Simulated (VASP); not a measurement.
A run of VASP 6.6.1:

INCAR

```
PREC = Normal
ENCUT = 520
EDIFF = 1E-4
ISMEAR = 0
SIGMA = 0.15
LREAL = False
LASPH = True
NELM = 60
ALGO = Fast
ISIF = 3
LWAVE = False
LCHARG = False
GGA = PE
IBRION = 2
NSW = 24
EDIFFG = -0.08
KPAR = 2
```

File KPOINTS:

```
regular mesh
0
Gamma
  4 4 2
```

Contents of POSCAR:

```
Mg3CdSe2O2
1.0
    4.6139264000      0.0000000000      0.0000000000
   -2.3069632000      3.9957774700      0.0000000000
    0.0000000000      0.0000000000      8.5207373600
Mg Cd Se O
3 1 2 2
Direct
    0.3333333300      0.6666666700      0.5000000000
    0.6666666700      0.3333333300      0.5000000000
    0.0000000000      0.0000000000      0.5000000000
    0.0000000000      0.0000000000      0.0000000000
    0.3333333300      0.6666666700      0.0000000000
    0.6666666700      0.3333333300      0.0000000000
    0.0000000000      0.0000000000      0.3208822200
    0.0000000000      0.0000000000      0.6791177800
```

Potentials or basis: VASP PAW PBE potentials, release 64 (Mg, Cd, Se, O).

The run is started by

```console
$ cat potpaw_PBE.64/Mg/POTCAR potpaw_PBE.64/Cd/POTCAR potpaw_PBE.64/Se/POTCAR potpaw_PBE.64/O/POTCAR > POTCAR
$ mpirun -np 2 vasp_std > vasp.out
```

Hardware: 2 MPI ranks on Intel(R) Xeon(R) Platinum 8488C (Sapphire Rapids) (shared host).

Question: How long does it take, and how much memory?

Answer: Run time: 2.3 min on 2 MPI ranks on Intel(R) Xeon(R) Platinum 8488C (Sapphire Rapids), on a shared host, peak memory 0.21 GiB a rank. Counts: scf iterations 184, k points 8, ion steps 19.
